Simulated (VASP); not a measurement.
TiC (rock salt): the lattice constant a from VASP (plane waves, PAW) at several levels of theory. Static lattice.  The measured value holds thermal and zero-point effects that the static calculation lacks.

```json
[
 {"level": "LDA", "lattice constant a (Å)": "4.265", "error against measurement": "-1.5 %"},
 {"level": "PBE", "lattice constant a (Å)": "4.335", "error against measurement": "+0.1 %"},
 {"level": "PBEsol", "lattice constant a (Å)": "4.295", "error against measurement": "-0.8 %"},
 {"level": "revPBE", "lattice constant a (Å)": "4.354", "error against measurement": "+0.6 %"},
 {"level": "PW91", "lattice constant a (Å)": "4.336", "error against measurement": "+0.1 %"},
 {"level": "PBE-D3 (zero damping)", "lattice constant a (Å)": "4.304", "error against measurement": "-0.6 %"},
 {"level": "optB86b-vdW", "lattice constant a (Å)": "4.319", "error against measurement": "-0.2 %"},
 {"level": "vdW-DF2", "lattice constant a (Å)": "4.408", "error against measurement": "+1.8 %"},
 {"level": "vdW-DF-cx", "lattice constant a (Å)": "4.308", "error against measurement": "-0.5 %"},
 {"level": "TPSS", "lattice constant a (Å)": "4.336", "error against measurement": "+0.1 %"},
 {"level": "MS2", "lattice constant a (Å)": "4.327", "error against measurement": "-0.1 %"},
 {"level": "SCAN", "lattice constant a (Å)": "4.327", "error against measurement": "-0.1 %"},
 {"level": "r2SCAN", "lattice constant a (Å)": "4.334", "error against measurement": "+0.1 %"}
]
```

Measured: 4.330 Å (as given by Guo-Xu Zhang et al., New Journal of Physics (2018), doi:10.1088/1367-2630/aac7f0).

The cell of the LDA run:

```xyz
2
Lattice="0.0000 2.1324 2.1324 2.1324 0.0000 2.1324 2.1324 2.1324 0.0000" Properties=species:S:1:pos:R:3 pbc="T T T"
Ti     0.0000     0.0000     0.0000
C      2.1324     2.1324     2.1324
```

Only levels that ran to the end are used. Left out are those held back, those with too coarse a band path, GW runs whose mesh misses a band edge, hybrids' fits of cells that aren't cubic and levels without matching references; a question may draw on a part of the rest.

The compound is TiC in the rock salt structure.
